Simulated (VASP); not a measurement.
These are PBE GGA, VASP's PBE PAW potentials (set 64) (plane waves; VASP) values and carry that method's errors.

A VASP calculation is set up with these files.

### KPOINTS
```
Automatic
0
gamma
11 11 5
```

### POSCAR
```
Cd
1
    1.4900000000    -2.5807560000     0.0000000000
    1.4900000000     2.5807560000     0.0000000000
    0.0000000000     0.0000000000     5.6200000000
Cd
2
Direct
  0.3333330000   0.6666670000   0.2500000000
  0.6666670000   0.3333330000   0.7500000000
```

### INCAR
```
# general
SYSTEM   =  Cd
PREC     =  Accurate
ENCUT    =  400
LREAL    =  .FALSE.
LASPH    =  .TRUE.

# electronic loop
EDIFF    =  1E-6
NELM     =  100
ALGO     =  Normal
LMAXMIX  =  4

# smearing
ISMEAR   =  1
SIGMA    =  0.1

# functional
GGA      =  PE

# ions
IBRION   =  2
NSW      =  40
ISIF     =  3
EDIFFG   =  -0.01

# output
LWAVE    =  .FALSE.
LCHARG   =  .FALSE.
```

POTCAR, in this order: Cd (PBE.64 set). Program: vasp_std.

Problem. What will the output report for the number of irreducible k-points (NKPTS), number of bands (NBANDS), largest plane-wave count, number of space-group operations, FFT grid (NGX, NGY, NGZ)?

Solution. 
```
Quantity                                      Result
--------------------------------------  ------------
number of irreducible k-points (NKPTS)            48
number of bands (NBANDS)                          16
largest plane-wave count                         797
number of space-group operations                  24
FFT grid (NGX, NGY, NGZ)                20 × 20 × 40
```

The compound is Cd in the hcp structure. This run relaxes it. Symmetry was kept, so distortions that lower it aren't found.
